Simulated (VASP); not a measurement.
A run of VASP 6.6.1:

The input POSCAR:

```
NaH8ClO4
1.0
    5.9739610000      0.0000000000      0.0000000000
    0.0000000000      5.9739610000      0.0000000000
    0.0000000000      0.0000000000      5.9739610000
O H Na Cl
4 8 1 1
Direct
    0.2518262171      0.7037541758      0.7707114258
    0.8788473845      0.4926881846      0.9366649699
    0.0519588260      0.0031469907      0.4867959466
    0.6212795832      0.3691520584      0.3166743137
    0.1876979110      0.7906312077      0.6510086022
    0.3680807424      0.8154723474      0.8433600420
    1.0189219514      0.5767530119      0.9102503347
    0.9249139725      0.3364099632      0.9319947017
    0.1302820691      0.1478416079      0.5095781509
   -0.0897561936      0.0254270157      0.5692537999
    0.6928903620      0.4525473132      0.1995158656
    0.6479285687      0.2240891763      0.2557934342
    0.5588586869      0.4641643961      0.6855250645
    0.6383871605      1.0470272571      0.8257335460
```

Contents of INCAR.step1:

```
SYSTEM = NaH8ClO4
  PREC = Accurate
  ENCUT = 520
  ISMEAR = -1
  SIGMA = 0.02
  LREAL = .FALSE.
  LASPH = .TRUE.
  NELM = 100
  NBANDS = 36
  GGA = PE
  ALGO = Normal
  EDIFF = 1E-4
  LWAVE = .TRUE.
  LCHARG = .FALSE.
```

INCAR.step2

```
SYSTEM = NaH8ClO4
  PREC = Accurate
  ENCUT = 520
  EDIFF = 1E-6
  ISMEAR = -1
  SIGMA = 0.02
  LREAL = .FALSE.
  LASPH = .TRUE.
  NELM = 100
  ALGO = Normal
  ISIF = 2
  LWAVE = .FALSE.
  LCHARG = .FALSE.
  METAGGA = R2SCAN
  LMIXTAU = .TRUE.
  IVDW = 12
  VDW_S6 = 1.0
  VDW_S8 = 0.78981345
  VDW_A1 = 0.49484001
  VDW_A2 = 5.73083694
  NBANDS = 36
  ISTART = 1
```

KPOINTS

```
Automatic mesh
0
G
  1 1 1
  0 0 0
```

Potentials or basis: VASP PAW PBE potentials, release 64 (O, H, Na_pv, Cl).

Run with:

```sh
$ cat potpaw_PBE.64/O/POTCAR potpaw_PBE.64/H/POTCAR potpaw_PBE.64/Na_pv/POTCAR potpaw_PBE.64/Cl/POTCAR > POTCAR
$ cp INCAR.step1 INCAR
$ mpirun -np 1 vasp_gam > vasp.out
$ cp INCAR.step2 INCAR
$ mpirun -np 1 vasp_gam > vasp.out
```

Hardware: 1 thread of Intel(R) Xeon(R) Platinum 8488C (Sapphire Rapids), with other jobs on the host.

Question: Estimate the wall time of this run.

Answer: Wall time 60 s on 1 thread of Intel(R) Xeon(R) Platinum 8488C (Sapphire Rapids), with other jobs on the host, peak memory 0.33 GiB. Counts: scf iterations 11, k points 1.
